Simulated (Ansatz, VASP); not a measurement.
**NiHO2 (NiHO2 monolayer): VASP beside Ansatz**

One calculation is typed for both programs; each brings its own data sets. How far apart do they land? The cell is taken from a series of runs on this material, whose earlier steps may have relaxed, scaled, displaced or heated it; both programs get it as it stands.

Calculated with Ansatz 0.2.0; plane waves, with VASP 6.6.1 beside it; PBEsol, DFT+U.

## 1. The structure

The cell holds 8 atoms: 2 Ni, 4 O and 2 H. Cell: a = 2.979 Å, b = 5.957 Å, c = 17.990 Å, α = 90.0°, β = 90.0°, γ = 120.0°. It derives from NiHO2. One layer cut from the bulk crystal, unrelaxed. Vacuum lies along c.

## 2. Ansatz: single point, PBEsol, DFT+U, pair 1

Ansatz runs on its default PAW (the set named soft_2) files.

A single point takes one fixed geometry, so differences don't come from the geometry; what else differs is listed under the comparison.

Input file input.yaml:

```yaml
crystal:
  lattice:
    - [2.978559138, 2.89e-07, 0.0]
    - [-2.978559638, 5.159015472, 0.0]
    - [0.0, 0.0, 17.990392]
  atoms:
    - { symbol: Ni, position: [0.666667, 0.1666665, 0.472014], spin: 2.0 }
    - { symbol: Ni, position: [0.666667, 0.6666665, 0.472014], spin: 2.0 }
    - { symbol: O, position: [3.33e-07, 0.499999834, 0.416889] }
    - { symbol: O, position: [3.33e-07, 0.999999834, 0.416889] }
    - { symbol: O, position: [0.333333667, 0.333333166, 0.528454] }
    - { symbol: O, position: [0.333333667, 0.833333166, 0.528454] }
    - { symbol: H, position: [0.333333667, 0.333333166, 0.583111] }
    - { symbol: H, position: [0.333333667, 0.833333166, 0.583111] }
magnetization:
  spin_polarized: true
kpoints:
  mp_grid: { grid: [16, 8, 1] }
hamiltonian:
  xc: pbesol
  hubbard:
    sites:
      - { species: Ni, l: d, u_eff: 2.4 }
      - { site: 0, l: d, u_eff: 2.4, starting_ns: [{ spin: up, occupation_matrix: ni1_major }, { spin: down, occupation_matrix: ni1_minor }] }
      - { site: 1, l: d, u_eff: 2.4, starting_ns: [{ spin: up, occupation_matrix: ni1_major }, { spin: down, occupation_matrix: ni1_minor }] }
    projectors: ortho-atomic
    occupation_matrices:
      ni1_major:
        matrix:
          - [0.994, 0.0, 0.0, 0.0, 0.0]
          - [0.0, 0.899, 0.0, 0.0, 0.065]
          - [0.0, 0.0, 0.899, 0.065, 0.0]
          - [0.0, 0.0, 0.065, 0.938, 0.0]
          - [0.0, 0.065, 0.0, 0.0, 0.938]
      ni1_minor:
        matrix:
          - [0.991, 0.0, 0.0, 0.0, 0.0]
          - [0.0, 0.597, 0.0, 0.0, 0.308]
          - [0.0, 0.0, 0.597, 0.308, 0.0]
          - [0.0, 0.0, 0.308, 0.751, 0.0]
          - [0.0, 0.308, 0.0, 0.0, 0.751]
scf:
  occupations: { method: fermi_dirac, width: 0.05 }
output:
  eigenvalues: true
```

Run with:

```sh
$ ansatz run input.yaml --threads 4 --pin off --max-ram 8192MiB --backend cpu --events-out ev --progress --plain --runs-dir out
```

Numbers of over 12 decimals in the logs are rounded to 6 here.

What it wrote:

```text
Engine: ansatz 0.2.0, aarch64-unknown-linux-gnu
Pseudopotentials: kind: paw
Pseudopotential: Ni, paw, valence charge 18, recommended cutoff 420 eV (normal), Ni.paw.azcp
Pseudopotential: O, paw, valence charge 6, recommended cutoff 420 eV (normal), O.paw.azcp
Pseudopotential: H, paw, valence charge 1, recommended cutoff 420 eV (normal), H.paw.azcp
Functional definition: PBEsol
  exchange = pbesol_x
  correlation = pbesol_c
Crystal: 8 atoms, lattice volume = 276.448 Å³
Basis set: ecut = 420 eV, 5329 PW (Γ)
Bands: 41, of which v1, the nominal top of the filled ones, is band 31 counted from 1 (30 counted from 0)
Symmetry: 4 space group operations
Space group: P3m1 (ITA 156), of the structure as read, at distance tolerance 6.5e-5 Å
Magnetic group: BNS 156.49 (UNI 1279), of the structure as read, at distance tolerance 6.5e-5 Å
k-points: 41 of 128 (time reversal used)
Non-local potential: Ni, projectors of the file, l = 0: 3, l = 1: 2, l = 2: 3, l = 3: 1
Non-local potential: O, projectors of the file, l = 0: 2, l = 1: 2, l = 2: 1
Non-local potential: H, projectors of the file, l = 0: 2, l = 1: 1
PAW form: soft (Blöchl's): semilocal exchange-correlation on the pseudo side does not see the compensation charge
PAW frozen core: Ni, regenerated for the run's functional, and the local potential with it (the file was generated under x = pbe(κ = 0.804, μ = 0.219515), c = pbe(β = 0.066725))
PAW frozen core: O, regenerated for the run's functional, and the local potential with it (the file was generated under x = pbe(κ = 0.804, μ = 0.219515), c = pbe(β = 0.066725))
PAW one-centre angular grid: Ni, 590 points (default); XC on 64 Gauss nodes
PAW one-centre angular grid: O, 110 points (default); XC on 64 Gauss nodes
PAW one-centre angular grid: H, 110 points (default); XC on 64 Gauss nodes
Initial density: superposition of atomic densities (neutral atoms: chi_scale 0, normalization atom)
Starting moments: Σ|m| = 4 μB on 2 of 8 sites
Initial wavefunctions: pseudopotential atomic-orbital guess
Functional: x = pbesol(κ = 0.804, μ = 0.123457), c = pbesol(β = 0.046)
SCF iter   1: F=—  HF=-13880.520602 eV  |F-HF|=—  |Δ(HF+E_count)|=         —  Δρ=5.14e-2 (↑5.14e-2 ↓4.76e-2)  dr2=1.63e1  dr2_m=2.44e0  M=2.002 μB ∫|m|=2.460 μB  β_m=0.30  ethr=3.10e-3  ⟨swp⟩=7.6  Hψ=15291  notcnv=0  defer=21
preconditioner: auto → none  [metal: Δε(μ)=0.072 eV  Ē_g=13.340 eV  σ=0.050 eV  W_gap=0.34  n_scr=32 (ndim 8)  ℏωp=15.1 eV  f_vac=0.697  D(μ)=3.51/eV (n_scr^D=18)  sad-step TF]
SCF iter   2: F=—  HF=-13878.893786 eV  |F-HF|=—  |Δ(HF+E_count)|=    1.63e0  Δρ=4.45e-2 (↑1.66e-2 ↓4.45e-2)  dr2=5.85e0  dr2_m=1.48e0  M=2.000 μB ∫|m|=2.332 μB  β_m=0.30  ethr=3.10e-3  ⟨swp⟩=3.1  Hψ=6695  notcnv=0  defer=371
SCF iter   3: F=—  HF=-13877.751319 eV  |F-HF|=—  |Δ(HF+E_count)|=    1.14e0  Δρ=2.74e-2 (↑2.74e-2 ↓1.93e-2)  dr2=2.27e0  dr2_m=6.32e-1  M=2.000 μB ∫|m|=2.494 μB  β_m=0.30  ethr=3.10e-3  ⟨swp⟩=4.1  Hψ=7832  notcnv=0  defer=314
SCF iter   4: F=—  HF=-13877.485486 eV  |F-HF|=—  |Δ(HF+E_count)|=   2.66e-1  Δρ=1.58e-2 (↑1.20e-2 ↓1.58e-2)  dr2=2.28e-1  dr2_m=3.60e-1  M=2.000 μB ∫|m|=2.477 μB  β_m=0.30  ethr=3.10e-3  ⟨swp⟩=2.9  Hψ=5126  notcnv=0  defer=357
SCF iter   5: F=—  HF=-13877.479995 eV  |F-HF|=—  |Δ(HF+E_count)|=   5.49e-3  Δρ=9.43e-3 (↑7.70e-3 ↓9.43e-3)  dr2=4.54e-2  dr2_m=1.76e-1  M=2.000 μB ∫|m|=2.474 μB  β_m=1.00  ethr=3.68e-4  ⟨swp⟩=3.1  Hψ=5264  notcnv=0  defer=357
SCF iter   6: F=—  HF=-13877.491430 eV  |F-HF|=—  |Δ(HF+E_count)|=   1.14e-2  Δρ=2.22e-3 (↑2.22e-3 ↓1.52e-3)  dr2=5.29e-2  dr2_m=1.37e-3  M=2.000 μB ∫|m|=2.537 μB  β_m=1.00  ethr=7.33e-5  ⟨swp⟩=2.4  Hψ=6057  notcnv=0  defer=357
SCF iter   7: F=—  HF=-13877.505291 eV  |F-HF|=—  |Δ(HF+E_count)|=   1.39e-2  Δρ=4.76e-4 (↑4.76e-4 ↓3.68e-4)  dr2=1.75e-3  dr2_m=8.27e-5  M=2.000 μB ∫|m|=2.548 μB  β_m=1.00  ethr=7.33e-5  ⟨swp⟩=2.1  Hψ=4253  notcnv=0  defer=336
SCF iter   8: F=—  HF=-13877.514914 eV  |F-HF|=—  |Δ(HF+E_count)|=   9.62e-3  Δρ=2.22e-4 (↑1.70e-4 ↓2.22e-4)  dr2=2.00e-4  dr2_m=2.57e-5  M=2.000 μB ∫|m|=2.550 μB  β_m=0.30  ethr=2.83e-6  ⟨swp⟩=2.0  Hψ=5626  notcnv=0  defer=336
SCF iter   9: F=—  HF=-13877.520139 eV  |F-HF|=—  |Δ(HF+E_count)|=   5.23e-3  Δρ=1.55e-4 (↑1.47e-4 ↓1.55e-4)  dr2=3.66e-5  dr2_m=4.78e-5  M=2.000 μB ∫|m|=2.553 μB  β_m=0.30  ethr=3.22e-7  ⟨swp⟩=2.0  Hψ=5581  notcnv=0  defer=336
Mixer restart at iter 9: flushing history
spin-set hold released at iteration 9 (site moments contracting): the magnetisation degrees of freedom join the quasi-Newton model from the next iteration; the mixer history was flushed
SCF iter  10: F=—  HF=-13877.522723 eV  |F-HF|=—  |Δ(HF+E_count)|=   2.58e-3  Δρ=1.76e-4 (↑1.76e-4 ↓1.54e-4)  dr2=8.97e-5  dr2_m=5.07e-5  M=2.000 μB ∫|m|=2.554 μB  β_m=0.65  ethr=5.90e-8  ⟨swp⟩=2.0  Hψ=5658  notcnv=0  defer=336
SCF iter  11: F=—  HF=-13877.530439 eV  |F-HF|=—  |Δ(HF+E_count)|=   7.72e-3  Δρ=2.12e-3 (↑1.91e-3 ↓2.12e-3)  dr2=5.39e-2  dr2_m=1.89e-4  M=2.000 μB ∫|m|=2.563 μB  β_m=0.38  ethr=5.90e-8  ⟨swp⟩=4.0  Hψ=8921  notcnv=0  defer=336  recentre
SCF iter  12: F=—  HF=-13877.525568 eV  |F-HF|=—  |Δ(HF+E_count)|=   4.87e-3  Δρ=1.24e-4 (↑1.24e-4 ↓1.09e-4)  dr2=1.17e-5  dr2_m=3.12e-5  M=2.000 μB ∫|m|=2.561 μB  β_m=0.56  ethr=5.90e-8  ⟨swp⟩=4.0  Hψ=8540  notcnv=0  defer=338
SCF iter  13: F=—  HF=-13877.525585 eV  |F-HF|=—  |Δ(HF+E_count)|=   1.64e-5  Δρ=6.29e-5 (↑5.89e-5 ↓6.29e-5)  dr2=6.86e-6  dr2_m=8.50e-6  M=2.000 μB ∫|m|=2.563 μB  β_m=0.68  ethr=1.88e-8  ⟨swp⟩=2.0  Hψ=5347  notcnv=0  defer=338
SCF iter  14: F=—  HF=-13877.525597 eV  |F-HF|=—  |Δ(HF+E_count)|=   1.18e-5  Δρ=6.92e-5 (↑5.34e-5 ↓6.92e-5)  dr2=3.42e-5  dr2_m=3.74e-6  M=2.000 μB ∫|m|=2.565 μB  β_m=0.53  ethr=1.11e-8  ⟨swp⟩=3.0  Hψ=5911  notcnv=0  defer=338
SCF iter  15: F=—  HF=-13877.525592 eV  |F-HF|=—  |Δ(HF+E_count)|=   4.16e-6  Δρ=3.75e-5 (↑3.75e-5 ↓3.28e-5)  dr2=8.29e-6  dr2_m=1.46e-6  M=2.000 μB ∫|m|=2.565 μB  β_m=0.48  ethr=1.11e-8  ⟨swp⟩=2.8  Hψ=5737  notcnv=0  defer=338
SCF iter  16: F=—  HF=-13877.525592 eV  |F-HF|=—  |Δ(HF+E_count)|=   8.68e-7  Δρ=2.62e-5 (↑2.03e-5 ↓2.62e-5)  dr2=4.47e-7  dr2_m=1.27e-6  M=2.000 μB ∫|m|=2.566 μB  β_m=0.64  ethr=1.11e-8  ⟨swp⟩=2.0  Hψ=4880  notcnv=0  defer=338
SCF iter  17: F=—  HF=-13877.525592 eV  |F-HF|=—  |Δ(HF+E_count)|=   6.19e-7  Δρ=8.89e-6 (↑5.12e-6 ↓8.89e-6)  dr2=8.10e-8  dr2_m=1.15e-7  M=2.000 μB ∫|m|=2.567 μB  β_m=0.69  ethr=1.61e-10  ⟨swp⟩=15.2  Hψ=17196  notcnv=0
SCF iter  18: F=-13877.525592 eV  HF=-13877.525592 eV  |F-HF|=1.48e-8  |Δ(HF+E_count)|=   5.54e-8  Δρ=2.73e-6 (↑1.11e-6 ↓2.73e-6)  dr2=1.79e-8  dr2_m=5.93e-9  M=2.000 μB ∫|m|=2.568 μB  ethr=1.31e-10  ⟨swp⟩=3.8  Hψ=8750  notcnv=0
SCF 1 converged in 18 iterations: F = -13877.525592 eV  dr2 = 1.79e-8
  greatest PAW one-centre occupation: 1.001 electrons in one spin orbital (limit 2), on the Ni atom at site 1 (counted from 0), in its partial waves of l = 1
SCF converged after 18 iterations
Magnetization: 2.0000 μB (32.0000 up, 30.0000 down)
Absolute magnetization: 2.5750 μB (∫|ρ↑−ρ↓|, with the PAW one-centre terms)
Spin contamination: 0.2441 ħ² per cell (⟨S²⟩ above its minimum at these occupations)
Per-site moments (μB) at R_I (Å): [(0.998089, 0.818870), (0.998089, 0.818870), (-0.095392, 0.818870), (-0.095392, 0.818870), (0.026432, 0.405612), (0.026432, 0.405612), (0.00386275, 0.405612), (0.00386275, 0.405612)]
Free energy (F): -13877.525592 eV
Harris-Foulkes:  -13877.525592 eV  (|F-HF|=1.48e-8)
Internal energy: -13877.500325 eV  (E = F + TS)
E sigma→0 (E₀):  -13877.512958 eV
Entropy (-TS):   -0.025268 eV (-3.158 meV/atom)
Fermi energy:    -1.770945 eV
--- Per-component energies (eV) ---
  E_band       = -1581.442625
  E_kinetic    = 1269.339376
  E_local      = -57858.227036  (includes V_loc(G=0)·N_el)
  E_nonlocal   = 1470.550540
  E_hartree    = 27667.479905
  E_xc         = -469.816287
  E_vxc        = -604.612186  (∫ρ·V_xc dr)
  E_hubbard    = 1.847371  (on-site DFT+U / exact-exchange correction)
  E_vhub       = -16.357780  (the Hubbard potential's part of the band-sum identity)
  E_paw        = -3793.121684  (= ΣΔE_a)
  E_vpaw       = -1177.114978  (= ΣTr[D̂ρ^β])
  E_aug_tail   = 0.008390  (compensation charges beyond the density's cutoff)
  E_ewald      = 17833.903372
  E_core_change = 0.535729  (= ΣΔE_core)
  E_smearing   = -0.025268  (= −TS)
  E_closure    = 0.000000  (closes the sum)
  Σ components = -13877.525592   (vs F -13877.525592, Δ=0.00e0)
--- Specified on-site occupations, and those of the state reported ---
  electrons in the specified blocks: 16.7100 specified, 16.7104 found
  site 0 (l=d) ↓: largest change of an orbital's occupation 0.0007; electrons 3.6870 specified, 3.6865 found; spectral distance 0.0010
  site 1 (l=d) ↓: largest change of an orbital's occupation 0.0007; electrons 3.6870 specified, 3.6865 found; spectral distance 0.0010
  site 0 (l=d) ↑: largest change of an orbital's occupation 0.0005; electrons 4.6680 specified, 4.6687 found; spectral distance 0.0008
  site 1 (l=d) ↑: largest change of an orbital's occupation 0.0005; electrons 4.6680 specified, 4.6687 found; spectral distance 0.0008
--- Band table (eV; the first three rows and the last of 82) ---
  k-point 0 ↑: bands = [... 27 lower, -3.9162, -3.7128, -2.9702, -1.9775, -1.2768, -1.0490, -1.0490, -0.5242, ... 6 higher]
  k-point 1 ↑: bands = [... 27 lower, -3.8663, -3.7178, -2.9169, -1.9978, -1.2824, -1.1818, -1.0749, -0.4194, ... 6 higher]
  k-point 2 ↑: bands = [... 27 lower, -3.7735, -3.7134, -2.8434, -2.0482, -1.5152, -1.2946, -1.1412, -0.1350, ... 6 higher]
  k-point 40 ↓: bands = [... 27 lower, -3.5459, -2.8167, -2.8167, -0.3049, -0.3049, -0.1811, -0.1811, 3.2556, ... 6 higher]
Occupation matrices written to <dir>
```

In the SCF lines HF is the Harris–Foulkes energy and dr2 the Hartree energy of the density residual, in eV; the loop may stop once dr2 is under the threshold and the program's other checks hold. Hψ counts applications of the Hamiltonian.

(Continued in part 2 of 3.)

[Lines on the potential files, build, host, timing and source positions are cut from VASP's logs without a mark.]

[Logs are printed without paths, hosts, clocks, repeated set-up lines and the standing remarks that a program may print on its own settings, such as how far it seeks lower states.]

[Hosts, paths, dates, database ids (printed as entryN), source tags and the programs' standing remarks are cut or masked in the printed files.]
